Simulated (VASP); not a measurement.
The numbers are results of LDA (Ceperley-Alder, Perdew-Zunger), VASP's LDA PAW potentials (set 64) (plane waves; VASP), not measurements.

A VASP calculation is set up with these files.

### POSCAR
```
NaF
1
    0.0000000000     2.2522326405     2.2522326405
    2.2522326405     0.0000000000     2.2522326405
    2.2522326405     2.2522326405     0.0000000000
Na F
1 1
Direct
  0.0000000000   0.0000000000   0.0000000000
  0.5000000000   0.5000000000   0.5000000000
```

**KPOINTS**
```
k-points along high-symmetry lines
15
Line-mode
Reciprocal
  0.000000   0.000000   0.000000 ! GAMMA
  0.500000   0.000000   0.500000 ! X

  0.500000   0.000000   0.500000 ! X
  0.625000   0.250000   0.625000 ! U

  0.375000   0.375000   0.750000 ! K
  0.000000   0.000000   0.000000 ! GAMMA

  0.000000   0.000000   0.000000 ! GAMMA
  0.500000   0.500000   0.500000 ! L

  0.500000   0.500000   0.500000 ! L
  0.500000   0.250000   0.750000 ! W

  0.500000   0.250000   0.750000 ! W
  0.500000   0.000000   0.500000 ! X
```

**INCAR**
```
SYSTEM  =  NaF
LCHARG  =  .FALSE.
ENCUT  =  520
SIGMA  =  0.05   # width (eV)
LREAL  =  .FALSE.   # projection in real space or not
ICHARG  =  11   # fixed density
LASPH  =  .TRUE.   # aspherical one-centre terms
LORBIT  =  11   # lm-projected
ISMEAR  =  0   # Gaussian
EDIFF  =  1E-7   # SCF stop (eV)
LWAVE  =  .FALSE.
NELM  =  100   # most electronic steps
ALGO  =  Normal
PREC  =  Accurate
```

POTCAR, in this order: Na_pv F (LDA.64 set). Program: vasp_std. Read from the step before: CHGCAR.

The resulting files:

**OSZICAR**
```
       N       E                     dE             d eps       ncg     rms          rms(c)
DAV:   1     0.106232880686E+03    0.10623E+03   -0.83143E+03  1995   0.158E+03
DAV:   2    -0.347948056189E+01   -0.10971E+03   -0.10245E+03  2083   0.359E+02
DAV:   3    -0.885325357160E+01   -0.53738E+01   -0.53525E+01  2271   0.823E+01
DAV:   4    -0.890460659348E+01   -0.51353E-01   -0.51344E-01  2130   0.852E+00
DAV:   5    -0.890510302779E+01   -0.49643E-03   -0.49643E-03  2268   0.870E-01
DAV:   6    -0.890511112689E+01   -0.80991E-05   -0.80991E-05  2139   0.110E-01
DAV:   7    -0.890511129113E+01   -0.16425E-06   -0.16424E-06  2292   0.153E-02
DAV:   8    -0.890511129447E+01   -0.33319E-08   -0.33377E-08  1574   0.222E-03
   1 F= -.89051113E+01 E0= -.89051113E+01  d E =-.221746E-20
```

File OUTCAR:
```
 val. band max:       -2.1172602171   @ k =   0.0000   0.0000   0.0000

 cond. band min:       4.3115653515   @ k =   0.0000   0.0000   0.0000



 k-point     1 :       0.0000    0.0000    0.0000
  band No.  band energies     occupation
      1     -21.0377      2.00000
      2     -20.6414      2.00000
      3     -20.6414      2.00000
      4     -20.6414      2.00000
      5      -2.1173      2.00000
      6      -2.1173      2.00000
      7      -2.1173      2.00000
      8       4.3116      0.00000
      9      17.0037      0.00000
     10      17.0037      0.00000
     11      17.0037      0.00000

 k-point     2 :       0.0357    0.0000    0.0357
  band No.  band energies     occupation
      1     -21.0731      2.00000
      2     -20.6423      2.00000
      3     -20.6423      2.00000
      4     -20.6014      2.00000
      5      -2.1570      2.00000
      6      -2.1239      2.00000
      7      -2.1239      2.00000
      8       4.3800      0.00000
      9      16.7050      0.00000
     10      17.0236      0.00000
     11      17.0236      0.00000

 k-point     3 :       0.0714    0.0000    0.0714
  band No.  band energies     occupation
      1     -21.1496      2.00000
      2     -20.6450      2.00000
      3     -20.6450      2.00000
      4     -20.5122      2.00000
      5      -2.2687      2.00000
      6      -2.1432      2.00000
      7      -2.1432      2.00000
      8       4.5787      0.00000
      9      16.0586      0.00000
     10      17.0816      0.00000
     11      17.0816      0.00000

 k-point     4 :       0.1071    0.0000    0.1071
  band No.  band energies     occupation
      1     -21.2314      2.00000
      2     -20.6494      2.00000
      3     -20.6494      2.00000
      4     -20.4111      2.00000
      5      -2.4333      2.00000
      6      -2.1739      2.00000
      7      -2.1739      2.00000
      8       4.8906      0.00000
      9      15.3291      0.00000
     10      17.1733      0.00000
...
```

The density is held fixed in this step, so its total energy and stress have no physical meaning.

The compound is NaF in the rock salt structure. It was relaxed first, which changed the volume by -8 %.
